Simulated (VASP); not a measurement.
Data:

```
CELL_PARAMETERS angstrom
      4.49824     0.00000     0.00000
     -2.24912     3.89559     0.00000
      0.00000     0.00000     4.99222
ATOMIC_POSITIONS crystal
  Se 0.21752 0.00000 0.16667
  Se 0.00000 0.21752 0.83333
  Se 0.78248 0.78248 0.50000
```

Method: r2SCAN meta-GGA with spin-orbit coupling, VASP's PBE PAW potentials (set 64) (plane waves; VASP). Settings: 400 eV cut-off, 5×5×4 Γ-centred mesh, Gaussian smearing of 0.050 eV, potentials Se.

Q: Give the energies of bands 11 to 24 at the high-symmetry points, in eV from the valence-band maximum.

A: 
| band | Γ | M | K | A | L | H |
|---|---|---|---|---|---|---|
| 11 | -3.66 | -3.32 | -2.76 | -3.49 | -4.24 | -4.76 |
| 12 | -3.66 | -3.32 | -2.76 | -3.49 | -4.24 | -4.76 |
| 13 | -2.10 | -2.76 | -2.76 | -1.52 | -1.70 | -1.04 |
| 14 | -2.10 | -2.76 | -2.67 | -1.52 | -1.70 | -1.04 |
| 15 | -2.07 | -1.88 | -2.64 | -1.41 | -1.25 | -0.36 |
| 16 | -2.07 | -1.88 | -2.64 | -1.41 | -1.25 | -0.36 |
| 17 | -0.42 | -0.98 | -1.42 | -1.09 | 0.00 | -0.18 |
| 18 | -0.42 | -0.98 | -1.42 | -1.09 | 0.00 | -0.16 |
| 19 | 2.18 | 2.29 | 3.16 | 1.50 | 1.79 | 1.29 |
| 20 | 2.18 | 2.29 | 3.19 | 1.50 | 1.79 | 1.29 |
| 21 | 2.27 | 2.74 | 3.25 | 1.59 | 2.88 | 2.98 |
| 22 | 2.27 | 2.74 | 3.25 | 1.59 | 2.88 | 3.01 |
| 23 | 2.58 | 4.21 | 3.93 | 1.70 | 3.28 | 3.11 |
| 24 | 2.58 | 4.21 | 3.93 | 1.70 | 3.28 | 3.11 |

The gap is indirect, 1.29 eV, from the valence maximum at L to the conduction minimum at H.

The structure comes from a measured Se entry (P3_221) of the Crystallography Open Database, whose conditions weren't checked. It was relaxed first, which changed the volume by +8 %.
